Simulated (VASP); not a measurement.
# The Sommerfeld expansion tested on AlRu

How do entropy and free energy of the electrons in AlRu grow with the Fermi-Dirac width, and how far does the Sommerfeld expansion hold?

Calculated with VASP 6.6.1; PBEsol; plane waves and PAW (Al, Ru_pv), in the first sound run; inputs show where later runs differ.

## 1. The starting structure

The structure is cubic, space group Pm-3m (No. 221). The conventional cell has a = 2.992 Å, b = 2.992 Å, c = 2.992 Å, α = 90.00°, β = 90.00°, γ = 90.00°. Nearest to Al lie 8 Ru at 2.59 Å. Ru has 8 Al at 2.59 Å nearest. Farther neighbours are not listed.

As a file:

```cif
data_structure
_symmetry_space_group_name_H-M 'Pm-3m'
_symmetry_Int_Tables_number 221
_cell_length_a 2.9916
_cell_length_b 2.9916
_cell_length_c 2.9916
_cell_angle_alpha 90.000
_cell_angle_beta 90.000
_cell_angle_gamma 90.000
_cell_volume 26.77
loop_
_atom_site_label
_atom_site_type_symbol
_atom_site_symmetry_multiplicity
_atom_site_Wyckoff_symbol
_atom_site_fract_x
_atom_site_fract_y
_atom_site_fract_z
_atom_site_occupancy
Al1 Al 1 a 0.00000 0.00000 0.00000 1
Ru1 Ru 1 b 0.50000 0.50000 0.50000 1
```

## 2. Relax the crystal, PBEsol

The cell is relaxed and then held.

This step took 2 runs in a row; the last is shown.

Level: PBEsol; plane waves and PAW (Al, Ru_pv).

File INCAR:

```
SYSTEM = AlRu
PREC = Accurate
ENCUT = 450
EDIFF = 1E-07
NELM = 120
ISMEAR = 1
SIGMA = 0.15
LREAL = .FALSE.
ALGO = Normal
GGA = PS
NBANDS = 14
LASPH = .TRUE.
LORBIT = 11
LWAVE = .FALSE.
LCHARG = .FALSE.
KPAR = 8
IBRION = 2
NSW = 40
ISIF = 3
EDIFFG = -0.005
POTIM = 0.4
```

File POSCAR:

```
AlRu
1.0
    2.9760054673      0.0000000000      0.0000000000
    0.0000000000      2.9760054673      0.0000000000
    0.0000000000      0.0000000000      2.9760054673
Al Ru
1 1
Direct
    0.0000000000      0.0000000000      0.0000000000
    0.5000000000      0.5000000000      0.5000000000
```

File KPOINTS:

```
Automatic mesh
0
Gamma
15 15 15
0 0 0
```

The projector-augmented-wave data sets are Al and Ru_pv (PBE family, release 64).

Run with:

```sh
mpirun -np 8 vasp_std
```

The log of the run:

```text
[banner, memory and clock lines left out]
running    8 mpi-ranks, on    1 nodes
[...]
|                                                                             |
|           W    W    AA    RRRRR   N    N  II  N    N   GGGG   !!!           |
|           W    W   A  A   R    R  NN   N  II  NN   N  G    G  !!!           |
|           W    W  A    A  R    R  N N  N  II  N N  N  G       !!!           |
|           W WW W  AAAAAA  RRRRR   N  N N  II  N  N N  G  GGG   !            |
|           WW  WW  A    A  R   R   N   NN  II  N   NN  G    G                |
|           W    W  A    A  R    R  N    N  II  N    N   GGGG   !!!           |
|                                                                             |
|     For optimal performance we recommend to set                             |
|       NCORE = 2 up to number-of-cores-per-socket                            |
|     NCORE specifies how many cores store one orbital (NPAR=cpu/NCORE).      |
|     This setting can greatly improve the performance of VASP for DFT.       |
[...]
|     You enforced a specific xc type in the INCAR file but a different       |
|     [... a line on the potential file left out ...]
|     I HOPE YOU KNOW WHAT YOU ARE DOING!                                     |
|                                                                             |

 LDA part: xc-table for (Slater+PW92), standard interpolation
 POSCAR, INCAR and KPOINTS ok, starting setup
[...]
entering main loop
       N       E                     dE             d eps       ncg     rms          rms(c)
DAV:   1     0.990063913597E+02    0.99006E+02   -0.87202E+03  3560   0.100E+03
DAV:   2    -0.147065123399E+02   -0.11371E+03   -0.10853E+03  3708   0.296E+02
DAV:   3    -0.163082215526E+02   -0.16017E+01   -0.15945E+01  4146   0.371E+01
DAV:   4    -0.163214785791E+02   -0.13257E-01   -0.13255E-01  4210   0.344E+00
[...]
DAV:  11    -0.155232911430E+02    0.16173E-05   -0.42321E-06  4326   0.250E-02    0.597E-03
DAV:  12    -0.155232906400E+02    0.50296E-06   -0.11676E-07  3294   0.344E-03    0.294E-04
DAV:  13    -0.155232906570E+02   -0.17007E-07   -0.59420E-09  3096   0.645E-04
   1 F= -.15523291E+02 E0= -.15523158E+02  d E =-.155233E+02
[...]
reached required accuracy - stopping structural energy minimisation
```

It took 4 s on 8 MPI ranks of AMD EPYC 9R45, shared host; peak memory 1.1 GiB; 26 s of CPU time.

Lines that name or quote the potential files are left out of all logs, and their timing lines are given in words.

Parts of OUTCAR (step 2):

```text
  Total       -0.0026627     -0.0026627     -0.0026627     -0.0000000     -0.0000000      0.0000000
  in kB       -0.1618587     -0.1618587     -0.1618587     -0.0000000     -0.0000000      0.0000000
  external PRESSURE =      -0.1618587 kB  Pullay stress =       0.0000000 kB

 POSITION                                       TOTAL-FORCE (eV/Angst)
 -----------------------------------------------------------------------------------
      0.00000      0.00000      0.00000         0.000000      0.000000      0.000000
      1.48800      1.48800      1.48800         0.000000      0.000000      0.000000
 -----------------------------------------------------------------------------------
    total drift:                                0.000000     -0.000000     -0.000000

  FREE ENERGIE OF THE ION-ELECTRON SYSTEM (eV)
  ---------------------------------------------------
  free  energy   TOTEN  =       -15.5232906570 eV

  energy  without entropy=      -15.5228919652  energy(sigma->0) =      -15.52315776

 reached required accuracy - stopping structural energy minimisation

[... 3 further parts left out ...]
[key lines of the parts left out:]
E-fermi :  10.8302
```

Read from the output:

| Quantity | Value |
| --- | --- |
| energy(sigma→0) of the program | -15.5232 eV |
| stress, compression positive | xx, yy, zz -0.02, -0.02, -0.02 GPa |
| volume | 26.357 Å³ |
| ionic steps | 1 |

## 3. Tetrahedra, PBEsol

Tetrahedra give the density of states at the Fermi level without smearing.

Level: PBEsol; plane waves and PAW (Al, Ru_pv).

File INCAR:

```
SYSTEM = AlRu
PREC = Accurate
ENCUT = 450
EDIFF = 1E-08
NELM = 100
ISMEAR = -5
SIGMA = 0.15
LREAL = .FALSE.
ALGO = Normal
GGA = PS
NBANDS = 24
LASPH = .TRUE.
LORBIT = 11
LWAVE = .FALSE.
LCHARG = .FALSE.
KPAR = 2
ISIF = 2
NEDOS = 3001
```

POSCAR is that of step 2.

File KPOINTS:

```
Automatic mesh
0
Gamma
26 26 26
0 0 0
```

Run with:

```sh
mpirun -np 2 vasp_std
```

The log of the run:

```text
[banner, memory and clock lines left out]
running    2 mpi-ranks, on    1 nodes
[...]
[... a notice as in an earlier step ...]

 LDA part: xc-table for (Slater+PW92), standard interpolation
 POSCAR, INCAR and KPOINTS ok, starting setup
[...]
entering main loop
       N       E                     dE             d eps       ncg     rms          rms(c)
DAV:   1     0.127974632525E+03    0.12797E+03   -0.74587E+03 27488   0.586E+02
DAV:   2    -0.131051642245E+02   -0.14108E+03   -0.13286E+03 32624   0.219E+02
DAV:   3    -0.162998632730E+02   -0.31947E+01   -0.31757E+01 32664   0.337E+01
DAV:   4    -0.163174101147E+02   -0.17547E-01   -0.17546E-01 31784   0.267E+00
[...]
DAV:  12    -0.155186990337E+02    0.38635E-06   -0.61932E-08 32208   0.189E-03    0.689E-04
DAV:  13    -0.155186990079E+02    0.25743E-07   -0.11248E-09 22112   0.254E-04    0.136E-04
DAV:  14    -0.155186990167E+02   -0.88148E-08   -0.36100E-10 17816   0.144E-04
   1 F= -.15518699E+02 E0= -.15518699E+02  d E =0.000000E+00
|                                                                             |
|           W    W    AA    RRRRR   N    N  II  N    N   GGGG   !!!           |
|           W    W   A  A   R    R  NN   N  II  NN   N  G    G  !!!           |
|           W    W  A    A  R    R  N N  N  II  N N  N  G       !!!           |
|           W WW W  AAAAAA  RRRRR   N  N N  II  N  N N  G  GGG   !            |
|           WW  WW  A    A  R   R   N   NN  II  N   NN  G    G                |
|           W    W  A    A  R    R  N    N  II  N    N   GGGG   !!!           |
|                                                                             |
|     Tetrahedron method does not include variations of the Fermi             |
|     occupations, so forces and stress will be inaccurate. We suggest        |
|     using a different smearing scheme ISMEAR = 1 or 2 for metals in         |
|     relaxations.                                                            |
|                                                                             |
```

Elapsed: 76 s, on 2 MPI ranks; peak memory 0.69 GiB.

From OUTCAR (step 3):

```text
  Total        0.0024085      0.0024085      0.0024085      0.0000000      0.0000000      0.0000000
  in kB        0.1464023      0.1464023      0.1464023      0.0000000      0.0000000      0.0000000
  external PRESSURE =       0.1464023 kB  Pullay stress =       0.0000000 kB

  FREE ENERGIE OF THE ION-ELECTRON SYSTEM (eV)
  ---------------------------------------------------
  free  energy   TOTEN  =       -15.5186990167 eV

  energy  without entropy=      -15.5186990167  energy(sigma->0) =      -15.51869902

[... 2 parts as in an earlier step ...]

[... 2 further parts left out ...]
[key lines of the parts left out:]
E-fermi :  10.8141
```

Read from the output:

| Item | Value |
| --- | --- |
| energy(sigma→0) of the program | -15.5187 eV |

The run ends at a pressure of 0.01 GPa.

## 4. Electron temperature, PBEsol

One member in full: SIGMA = 0.1 eV.

Level: PBEsol; plane waves and PAW (Al, Ru_pv).

Edit INCAR of step 3 so:

```diff
@@ -5,4 +5,4 @@
 NELM = 100
-ISMEAR = -5
-SIGMA = 0.15
+ISMEAR = -1
+SIGMA = 0.1
 LREAL = .FALSE.
@@ -17,2 +17 @@
 ISIF = 2
-NEDOS = 3001
```

POSCAR is that of step 3.

KPOINTS is that of step 3.

Run with:

```sh
mpirun -np 2 vasp_std
```

The log of the run:

```text
[... set-up lines as in an earlier step ...]
 entering main loop
       N       E                     dE             d eps       ncg     rms          rms(c)
DAV:   1     0.127967701182E+03    0.12797E+03   -0.74587E+03 27488   0.586E+02
DAV:   2    -0.131293681624E+02   -0.14110E+03   -0.13288E+03 32624   0.219E+02
DAV:   3    -0.163231706582E+02   -0.31938E+01   -0.31733E+01 32664   0.337E+01
DAV:   4    -0.163407081277E+02   -0.17537E-01   -0.17536E-01 31784   0.267E+00
[...]
DAV:  12    -0.155444464164E+02    0.36072E-06   -0.63107E-08 32168   0.191E-03    0.671E-04
DAV:  13    -0.155444464013E+02    0.15082E-07   -0.11482E-09 22144   0.258E-04    0.139E-04
DAV:  14    -0.155444464093E+02   -0.79995E-08   -0.35857E-10 17800   0.143E-04
   1 F= -.15544446E+02 E0= -.15519154E+02  d E =-.505852E-01
```

Elapsed: 71 s, on 2 MPI ranks; peak memory 0.61 GiB.

Parts of OUTCAR (step 4):

```text
  LATTYP: Found a simple cubic cell.
 ALAT       =     2.9760054673

 Subroutine GETGRP returns: Found 48 space group operations
 (whereof 48 operations were pure point group operations)

The static configuration has the point symmetry O_h .

 Found    560 irreducible k-points:

   dimension x,y,z NGX =    24 NGY =   24 NGZ =   24
   dimension x,y,z NGXF=    48 NGYF=   48 NGZF=   48

   ENCUT  =  450.0 eV  33.07 Ry    5.75 a.u.   5.15  5.15  5.15*2*pi/ulx,y,z

   NELECT =      17.0000    total number of electrons

 E-fermi :  10.8347

 k-point     1 :       0.0000    0.0000    0.0000
  band No.  band energies     occupation
    ...
      2     -30.8956      2.00000
      3     -30.8956      2.00000
      4       1.0434      2.00000
      5       7.1428      2.00000
      6       7.1428      2.00000
      7      11.0153      0.28239
      8      11.0153      0.28239
      9      11.0153      0.28239
     10      16.9674      0.00000
     11      16.9674      0.00000
    ...

 k-point     2 :       0.0385    0.0000    0.0000
  band No.  band energies     occupation
    ...
      2     -30.8954      2.00000
      3     -30.8954      2.00000
      4       1.0724      2.00000
      5       7.1531      2.00000
      6       7.1539      2.00000
      7      10.9772      0.38770
      8      10.9772      0.38770
      9      11.0189      0.27364
     10      16.8153      0.00000
     11      17.0269      0.00000
    ...

  Total        0.0396406      0.0396406      0.0396406      0.0000000      0.0000000     -0.0000000
  in kB        2.4096284      2.4096284      2.4096284      0.0000000      0.0000000     -0.0000000
  external PRESSURE =       2.4096284 kB  Pullay stress =       0.0000000 kB

  FREE ENERGIE OF THE ION-ELECTRON SYSTEM (eV)
  ---------------------------------------------------
  free  energy   TOTEN  =       -15.5444464093 eV

  energy  without entropy=      -15.4938611741  energy(sigma->0) =      -15.51915379

 total charge
# of ion       s       p       d       tot
------------------------------------------
    1        0.392   0.425   0.000   0.818
    2        0.342   6.254   6.219  12.814
--------------------------------------------------
tot          0.734   6.679   6.219  13.632

[... 3 parts as in an earlier step ...]

[... 7 further parts left out ...]
```

Read from the output:

* energy(sigma→0) of the program: -15.5192 eV
* stress, compression positive: xx, yy, zz 0.24, 0.24, 0.24 GPa

The run ends at a pressure of 0.24 GPa.

## 5. The whole series

The other members went through these steps as far as the tables show, on the same mesh; 7 runs are not shown. The session took 0.35 core hours (wall time by ranks) on a shared machine.

| width kT (eV) | temperature (K) | free energy less that of the narrowest width (meV/atom) | TS (meV/atom) | pressure (GPa) | shift of the Fermi level (eV) |
| --- | --- | --- | --- | --- | --- |
| 0.025 | 290 | 0.000 | 1.693 | 0.024 | 0.000 |
| 0.050 | 580 | -2.484 | 6.551 | 0.071 | 0.003 |
| 0.075 | 870 | -6.542 | 14.492 | 0.145 | 0.008 |
| 0.100 | 1160 | -12.124 | 25.293 | 0.241 | 0.015 |
| 0.150 | 1741 | -27.626 | 54.874 | 0.495 | 0.037 |
| 0.200 | 2321 | ? | ? | 0.820 | 0.070 |
| 0.300 | 3481 | -105.177 | 196.942 | 1.619 | 0.156 |

## 6. The Sommerfeld expansion

At low temperature TS = (π²/3) g (kT)², so TS, twice the difference of energy(sigma→0) and the free energy, over (π²/3)(kT)² is an effective density of states: 0.823, 0.797, 0.783, 0.769, 0.741, 0.665 states/eV/atom in the rows shown.

Fitting a parabola to the 6 known rows (σ: width in eV) gives g = 0.5560 σ² − 0.7382 σ + 0.8370 in states/eV/atom; the residuals are 0.0030 states/eV/atom r.m.s.

At σ = 0.2 this predicts 0.712 states/eV/atom.

## 7. Prediction against calculation

The calculation gives 0.715 states/eV/atom, so the prediction is 0.003 states/eV/atom too low.

The parabola in σ is an empirical guide, not the expansion itself. Tetrahedra give g = 0.802 states/eV/atom at the Fermi level, the limit that the series should reach at zero width.

## 8. Results

```yaml
density_of_states_at_the_fermi_level_tetrahedra: 0.80 states/eV/atom
sommerfeld_coefficient_from_it: 1.89 mJ per mole of atoms and K²
pressure_at_the_widest_setting: 1.62 GPa
error_of_the_predicted_g: -0.003 states/eV/atom
```

In words: Against the tetrahedron value, the effective density of states stands at +3 % at 0.025 eV, -1 % at 0.05 eV, -4 % at 0.1 eV, -17 % at 0.3 eV. At the widest setting the states within reach are sparser than those at the Fermi level. The bare coefficient lacks the electron-phonon enhancement of measured heat capacities.

[Lines on the potential files, build, host, timing and source positions are cut from VASP's logs without a mark.]

[Logs are printed without paths, hosts, clocks, repeated set-up lines and the standing remarks that a program may print on its own settings, such as how far it seeks lower states.]

[Hosts, paths, dates, database ids (printed as entryN), source tags and the programs' standing remarks are cut or masked in the printed files.]
